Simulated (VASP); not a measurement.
# Fe: formation energy of Ti on the Fe site, part 3 of 4

Wanted: what Ti on the Fe site costs in Fe and how the lattice relaxes round it.

VASP 6.6.1, plane waves and PAW; the level of theory is named at each step.

So far. Step 2 (Relax the host again, on a new basis): The start already met the threshold, so nothing moved. Step 3 (The supercell without the defect): The host is treated as a metal, as its relaxation found a gap under 0.3 eV or none, and only the neutral defect is run.

### 4. Reference Ti

This step: PBEsol; plane waves and PAW (Ti) (VASP 6.6.1).

System of this step: Ti. It takes space group P6_3/mmc (No. 194, hexagonal). The conventional cell has a = 2.950 Å, b = 2.950 Å, c = 4.685 Å, α = 90.00°, β = 90.00°, γ = 120.00°. Nearest to Ti lie 12 Ti at 2.90 to 2.95 Å.

The reference for Ti is its crystal, relaxed at the cutoff of the large cell.

File INCAR:

```
SYSTEM = Ti
PREC = Normal
ENCUT = 300
EDIFF = 1E-05
NELM = 120
ISMEAR = 1
SIGMA = 0.1
LREAL = Auto
ALGO = Fast
GGA = PS
NBANDS = 10
LASPH = .TRUE.
LORBIT = 11
LWAVE = .FALSE.
LCHARG = .FALSE.
KPAR = 8
IBRION = 2
NSW = 25
ISIF = 3
EDIFFG = -0.02
POTIM = 0.4
```

File POSCAR:

```
Ti
1.0
    2.9500000000      0.0000000000      0.0000000000
   -1.4750000000      2.5547749412      0.0000000000
    0.0000000000      0.0000000000      4.6846000000
Ti
2
Direct
    0.0000000000      0.0000000000      0.0000000000
    0.3333333333      0.6666666667      0.5000000000
```

File KPOINTS:

```
Automatic mesh
0
Gamma
10 10 6
0 0 0
```

The projector-augmented-wave data sets are Ti (PBE family, release 64).

Command:

```
mpirun -np 8 vasp_std
```

Log:

```text
[banner, memory and clock lines left out]
running    8 mpi-ranks, on    1 nodes
 distrk:  each k-point on    1 cores,    8 groups
 distr:  one band on    1 cores,    1 groups

 POSCAR found type information on POSCAR Ti
 POSCAR found :  1 types and       2 ions
 [... a notice as in an earlier step ...]

|                                                                             |
|               ----> ADVICE to this user running VASP <----                  |
|                                                                             |
|     You have a (more or less) 'small supercell' and for smaller cells       |
|     it is recommended to use the reciprocal-space projection scheme!        |
|     The real-space optimization is not efficient for small cells and it     |
|     is also less accurate ...                                               |
|     Therefore, set LREAL=.FALSE. in the INCAR file.                         |
|                                                                             |

 [... a notice as in an earlier step ...]

 LDA part: xc-table for (Slater+PW92), standard interpolation
 POSCAR, INCAR and KPOINTS ok, starting setup
 FFT: planning ... GRIDC
 FFT: planning ... GRID_SOFT
 FFT: planning ... GRID
 WAVECAR not read
 entering main loop
       N       E                     dE             d eps       ncg     rms          rms(c)
DAV:   1     0.407828836490E+01    0.40783E+01   -0.23567E+03  1120   0.454E+02
DAV:   2    -0.181471492209E+02   -0.22225E+02   -0.21279E+02  1146   0.923E+01
DAV:   3    -0.189586152832E+02   -0.81147E+00   -0.79476E+00  1586   0.193E+01
DAV:   4    -0.189669954671E+02   -0.83802E-02   -0.83551E-02  1390   0.172E+00
DAV:   5    -0.189670169536E+02   -0.21486E-04   -0.21486E-04  1332   0.724E-02    0.157E+01
RMM:   6    -0.167389783752E+02    0.22280E+01   -0.42106E+00  1120   0.194E+01    0.398E+00
RMM:   7    -0.165018126789E+02    0.23717E+00   -0.20236E+00  1121   0.908E+00    0.120E+00
RMM:   8    -0.165075452341E+02   -0.57326E-02   -0.29146E-01  1120   0.540E+00    0.739E-01
RMM:   9    -0.165127855224E+02   -0.52403E-02   -0.11719E-01  1121   0.215E+00    0.500E-01
RMM:  10    -0.165103718591E+02    0.24137E-02   -0.31951E-02  1120   0.179E+00    0.823E-02
RMM:  11    -0.165107464558E+02   -0.37460E-03   -0.47701E-03  1128   0.294E-01    0.255E-02
RMM:  12    -0.165107541736E+02   -0.77178E-05   -0.27810E-04  1097   0.964E-02    0.382E-02
RMM:  13    -0.165107528484E+02    0.13252E-05   -0.58448E-05  1008   0.521E-02
   1 F= -.16510753E+02 E0= -.16510140E+02  d E =-.165108E+02
 curvature:   0.00 expect dE= 0.000E+00 dE for cont linesearch  0.000E+00
 trial: gam= 0.00000 g(F)=  0.528E-47 g(S)=  0.146E+00 ort = 0.000E+00 (trialstep = 0.100E+01)
 search vector abs. value=  0.146E+00
 bond charge predicted
       N       E                     dE             d eps       ncg     rms          rms(c)
DAV:   1    -0.165966714588E+02   -0.85917E-01   -0.36812E+00  1120   0.194E+01    0.305E+00
RMM:   2    -0.165598803737E+02    0.36791E-01   -0.55071E-02  1120   0.213E+00    0.120E+00
RMM:   3    -0.165540174317E+02    0.58629E-02   -0.26458E-02  1120   0.923E-01    0.186E-01
RMM:   4    -0.165539326713E+02    0.84760E-04   -0.38136E-03  1120   0.615E-01    0.240E-01
RMM:   5    -0.165547834990E+02   -0.85083E-03   -0.37428E-03  1129   0.420E-01    0.365E-01
RMM:   6    -0.165540629900E+02    0.72051E-03   -0.25724E-03  1120   0.545E-01    0.678E-02
RMM:   7    -0.165540561763E+02    0.68137E-05   -0.14618E-04  1111   0.737E-02    0.175E-02
RMM:   8    -0.165540579128E+02   -0.17366E-05   -0.15151E-05   777   0.290E-02
   2 F= -.16554058E+02 E0= -.16553489E+02  d E =-.433051E-01
[...]
3 F= -.16564076E+02 E0= -.16563404E+02  d E =-.533234E-01
[...]
4 F= -.16564059E+02 E0= -.16563385E+02  d E =-.533060E-01
[...]
5 F= -.16564327E+02 E0= -.16563726E+02  d E =-.267974E-03
 ZBRENT: can't locate minimum, use default step
 trial-energy change:   -0.000268  1 .order   -0.000270   -0.000307   -0.000234
 step:   3.7540(harm=  3.9336)  dis= 0.00000  next Energy=   -16.564702 (dE=-0.643E-03)
 bond charge predicted
       N       E                     dE             d eps       ncg     rms          rms(c)
DAV:   1    -0.165648207165E+02   -0.48780E-03   -0.47199E-02  1120   0.132E+00    0.837E-02
RMM:   2    -0.165646695724E+02    0.15114E-03   -0.18028E-04  1110   0.118E-01    0.443E-02
RMM:   3    -0.165646136048E+02    0.55968E-04   -0.64572E-05  1066   0.500E-02    0.339E-03
RMM:   4    -0.165646135925E+02    0.12373E-07   -0.61110E-06   694   0.152E-02
   6 F= -.16564614E+02 E0= -.16564256E+02  d E =-.554702E-03
 curvature:  -1.92 expect dE=-0.703E-04 dE for cont linesearch -0.231E-04
 trial: gam= 0.00000 g(F)=  0.575E-46 g(S)=  0.366E-04 ort =-0.620E-04 (trialstep = 0.150E+01)
 search vector abs. value=  0.366E-04
 reached required accuracy - stopping structural energy minimisation
```

Run time: 9.8 s. Hardware: 8 MPI ranks of Intel Xeon Platinum 8488C (Sapphire Rapids), shared host; peak memory 0.89 GiB; 72 s of CPU time.

Parts of OUTCAR (step 4):

```text
  LATTYP: Found a hexagonal cell.
 ALAT       =     2.9500000000
 C/A-ratio  =     1.5880000000

 Subroutine GETGRP returns: Found 24 space group operations
 (whereof 12 operations were pure point group operations)

The static configuration has the point symmetry D_3h.
 The point group associated with its full space group is D_6h.

 Found     56 irreducible k-points:

   k-points           NKPTS =     56   k-points in BZ     NKDIM =     56   number of bands    NBANDS=     10

   dimension x,y,z NGX =    12 NGY =   12 NGZ =   20
   dimension x,y,z NGXF=    24 NGYF=   24 NGZF=   40

   ENCUT  =  300.0 eV  22.05 Ry    4.70 a.u.   4.17  4.17  6.62*2*pi/ulx,y,z

   NELECT =       8.0000    total number of electrons

 E-fermi :   3.2240

 k-point     1 :       0.0000    0.0000    0.0000
  band No.  band energies     occupation
      1      -3.0213      2.00000
      2       0.4473      2.00000
      3       4.0093     -0.00000
      4       4.0093     -0.00000
      5       4.2072     -0.00000
      6       4.2116     -0.00000
      7       4.5621     -0.00000
    ...

 k-point     2 :       0.1000    0.0000    0.0000
  band No.  band energies     occupation
      1      -2.7332      2.00000
      2       0.6697      2.00000
      3       3.5831     -0.00000
      4       3.6572     -0.00000
      5       4.2188     -0.00000
      6       4.4010     -0.00000
      7       4.5478     -0.00000
    ...

  Total       -0.0307898     -0.0307898      0.0006806      0.0000000     -0.0000000      0.0000000
  in kB       -1.4907816     -1.4907816      0.0329538      0.0000000     -0.0000000      0.0000000
  external PRESSURE =      -0.9828698 kB  Pullay stress =       0.0000000 kB

  energy-cutoff  :      300.00
  volume of cell :       33.09
      direct lattice vectors                 reciprocal lattice vectors
     2.899499341  0.000000000  0.000000000     0.344887128  0.199120676 -0.000000000
    -1.449749671  2.511040088 -0.000000000     0.000000000  0.398241352 -0.000000000
     0.000000000  0.000000000  4.544918801    -0.000000000  0.000000000  0.220025933

 POSITION                                       TOTAL-FORCE (eV/Angst)
 -----------------------------------------------------------------------------------
      0.00000      0.00000      4.54492         0.000000     -0.000000      0.000000
     -0.00000      1.67403      2.27246        -0.000000      0.000000     -0.000000
 -----------------------------------------------------------------------------------
    total drift:                               -0.000000      0.000000     -0.000000

  FREE ENERGIE OF THE ION-ELECTRON SYSTEM (eV)
  ---------------------------------------------------
  free  energy   TOTEN  =       -16.5646135925 eV

  energy  without entropy=      -16.5635414808  energy(sigma->0) =      -16.56425622

 total charge
# of ion       s       p       d       tot
------------------------------------------
    1        0.573   0.614   2.433   3.620
    2        0.573   0.614   2.433   3.620
--------------------------------------------------
tot          1.145   1.228   4.867   7.239

[... 1 part as in an earlier step ...]

[... 7 further parts left out ...]
```

CONTCAR:

```
Ti
   1.00000000000000
     2.8994993412640984    0.0000000000000000    0.0000000000000000
    -1.4497496706320492    2.5110400878250059   -0.0000000000000000
     0.0000000000000000    0.0000000000000000    4.5449188010704713
  Ti
     2
Direct
     0.0000000000000000    0.0000000000000000    1.0000000000000000
     0.3333333332999970    0.6666666667000030    0.5000000000000000
```

The k-mesh is coarse for a metal. The data set Ti keeps the semicore shell frozen, which is cheaper and a little less accurate. The run keeps the 24 symmetry operations of its start, so it cannot find a distortion of lower symmetry.

Step by step:

```csv
step,energy less that of the first step (eV),largest force (eV/Å),pressure (GPa),volume (Å³)
1,0.0000,0.0000,-7.21,35.31
2,-0.0433,0.0000,3.69,32.16
3,-0.0533,0.0000,0.02,33.06
4,-0.0533,0.0000,-0.14,33.10
5,-0.0536,0.0000,-0.13,33.10
6,-0.0539,0.0000,-0.10,33.09
```

```csv
"conventional cell, symmetrised",before,after,change
a (Å),2.950,2.899,-1.7 %
b (Å),2.950,2.899,-1.7 %
c (Å),4.685,4.545,-3.0 %
volume (Å³/atom),17.65,16.55,-6.3 %
```

The relaxed structure:

```
Ti
1.0
     2.89950    0.00000    0.00000
    -1.44975    2.51104    0.00000
     0.00000    0.00000    4.54492
Ti
2
Cartesian
  0.0000 0.0000 0.0000
  0.0000 1.6740 2.2725
```

Numbers from this step:

```
electronic cycles       : 36
electrons               : 8
free energy (TOTEN)     : -16.56 eV
energy at zero smearing : -16.56 eV
Fermi energy            : 3.224 eV
```

The run ended after 6 ionic steps, 0.054 eV below its first step, once forces and stress met EDIFFG = -0.02.

Energy at zero smearing: -16.56426 eV.

[end of part 3 of 4]

[Lines on the potential files, build, host, timing and source positions are cut from VASP's logs without a mark.]

[Logs are printed without paths, hosts, clocks, repeated set-up lines and the standing remarks that a program may print on its own settings, such as how far it seeks lower states.]

[Hosts, paths, dates, database ids (printed as entryN), source tags and the programs' standing remarks are cut or masked in the printed files.]

[In band tables of VASP the shares of atoms and orbitals are scaled to a sum of 1 inside the atoms' spheres.]

[Runs that stopped without an error message from VASP are left out.]
